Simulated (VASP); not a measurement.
An input for Quantum ESPRESSO's pw.x (written as the equivalent of a VASP run, and not itself run):

```
&CONTROL
  calculation = 'scf'
  pseudo_dir = './pseudo'
  outdir = './out'
  tprnfor = .true.
  tstress = .true.
/
&SYSTEM
  ibrav = 0
  nat = 3
  ntyp = 2
  ecutwfc = 98
  occupations = 'smearing'
  smearing = 'methfessel-paxton'
  degauss = 0.00735
  input_dft = 'pbe'
  vdw_corr = 'grimme-d3'
  dftd3_version = 3
  dftd3_threebody = .false.
/
&ELECTRONS
  conv_thr = 7.3e-09
  electron_maxstep = 100
/
ATOMIC_SPECIES
  Si 28.085 Si.upf
  Ni 58.693 Ni.upf
CELL_PARAMETERS angstrom
     0.0000000    2.7287698    2.7287698
     2.7287698    0.0000000    2.7287698
     2.7287698    2.7287698    0.0000000
ATOMIC_POSITIONS crystal
  Si   0.2500000  0.2500000  0.2500000
  Si   0.7500000  0.7500000  0.7500000
  Ni   0.0000000  0.0000000  0.0000000
K_POINTS automatic
  10 10 10 0 0 0
```

Problem. Write the VASP files for the same calculation (PBE-D3 (zero damping)).

Solution. One answer among several that fit: 
INCAR:
```
# general
SYSTEM  = NiSi2
PREC    = Accurate
ENCUT   = 520   # plane-wave cut-off (eV)
LREAL   = .FALSE.
LASPH   = .TRUE.

# electronic loop
EDIFF   = 1E-7
NELM    = 100   # most electronic steps
ALGO    = Normal   # blocked Davidson
LMAXMIX = 4

# smearing
ISMEAR  = 1   # Methfessel-Paxton
SIGMA   = 0.1

# functional
GGA     = PE   # PBE
IVDW    = 11   # D3, zero damping

# ions
ISIF    = 2

# output
LWAVE   = .FALSE.
LCHARG  = .FALSE.
```

**KPOINTS**
```
Automatic mesh
0
Gamma
10 10 10
0 0 0
```

File POSCAR:
```
NiSi2
1
    0.0000000000     2.7287698455     2.7287698455
    2.7287698455     0.0000000000     2.7287698455
    2.7287698455     2.7287698455     0.0000000000
Si Ni
2 1
Direct
  0.2500000000   0.2500000000   0.2500000000
  0.7500000000   0.7500000000   0.7500000000
  0.0000000000   0.0000000000   0.0000000000
```

POTCAR, in this order: Si Ni (PBE.64 set). Program: vasp_std.

Limits of the translation: the potentials are each code's own (VASP's PAW set, PseudoDojo norm-conserving files in pw.x), so ENCUT and ecutwfc are chosen apart and not converted; conv_thr bounds pw.x's estimated SCF error, while EDIFF bounds the energy change between steps.

The compound is NiSi2 in the fluorite structure. This cell is one point of a volume scan, at 1.03 of the reference volume.
